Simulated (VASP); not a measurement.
A run of VASP 6.6.1 is set up as follows.

File INCAR:

```
  PREC = Accurate
  ENCUT = 520
  EDIFF = 1E-7
  ISMEAR = 0
  SIGMA = 0.1
  LREAL = F
  LASPH = T
  NELM = 80
  ALGO = Fast
  ISIF = 2
  LWAVE = F
  LCHARG = F
  GGA = PS
  NBANDS = 44
  ISYM = 0
```

Contents of KPOINTS:

```
Automatic mesh
0
Gamma
  15 15 2
```

POSCAR

```
RePd
1.0
    2.7439667432      0.0000000000      0.0000000000
   -1.3719833716      2.3763449068      0.0000000000
   10.9758669729      6.3369197514     17.8966273721
Re Pd
4 4
Direct
    0.5176628007      0.2588314003      0.0279382249
    0.5166611840      0.2583305920      0.1531260280
    0.5156595674      0.2578297837      0.2783138311
    0.5146579507      0.2573289754      0.4035016342
    0.5146579507      0.2573289754      0.5285016342
    0.5156595674      0.2578297837      0.6533138311
    0.5166611840      0.2583305920      0.7781260280
    0.5176628007      0.2588314003      0.9029382249
```

Potentials or basis: VASP PAW PBE potentials, release 64 (Re, Pd).

The run is started by

```sh
$ cat potpaw_PBE.64/Re/POTCAR potpaw_PBE.64/Pd/POTCAR > POTCAR
$ mpirun -np 1 vasp_std > vasp.out
```

Task: Predict the largest force.

Result: 0.434 eV/Å.

Task: Estimate the band gap on the k mesh.

Result: None (metal or under the smearing width).

Task: Estimate the pressure.

Result: -2.3 GPa.

Forces in eV/Å, atoms in the order of the input:
```
Re  -0.005 -0.003  0.129
Re   0.002  0.001 -0.321
Re  -0.002 -0.001  0.321
Re   0.005  0.003 -0.129
Pd  -0.001  0.000 -0.434
Pd  -0.002 -0.001  0.057
Pd   0.002  0.001 -0.057
Pd   0.001  0.000  0.434
```

Caveat: the PAW data sets were made with another functional, which shifts forces and pressure a little. Spin-orbit coupling is left out, which matters for the levels of Re.
